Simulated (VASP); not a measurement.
Data:

```
SnO2
1.0
    4.79579     0.00000     0.00000
    0.00000     4.79579     0.00000
    0.00000     0.00000     3.23520
Sn O
2 4
Direct
  0.00000   0.00000   0.00000
  0.50000   0.50000   0.50000
  0.30624   0.30624   0.00000
  0.80624   0.19376   0.50000
  0.19376   0.80624   0.50000
  0.69376   0.69376   0.00000
```

Level of theory: PBE GGA with D3 dispersion (Becke-Johnson damping), VASP's PBE PAW potentials (set 64) (plane waves; VASP). Run with 520 eV cut-off, Gaussian smearing of 0.050 eV, potentials Sn_d O.

Unless said otherwise, spin-orbit coupling is left out, though it shifts the bands of the heavy elements here.

**Question.** Estimate the band gap (along the path) with the smallest direct gap where there is one.

**Answer.** 
- band gap (along the path) = 0.79 eV
- smallest direct gap (along the path) = 0.79 eV

The absolute energy has meaning only against runs of the same code, potentials and settings.

The compound is SnO2 in the rutile structure. It was relaxed first.
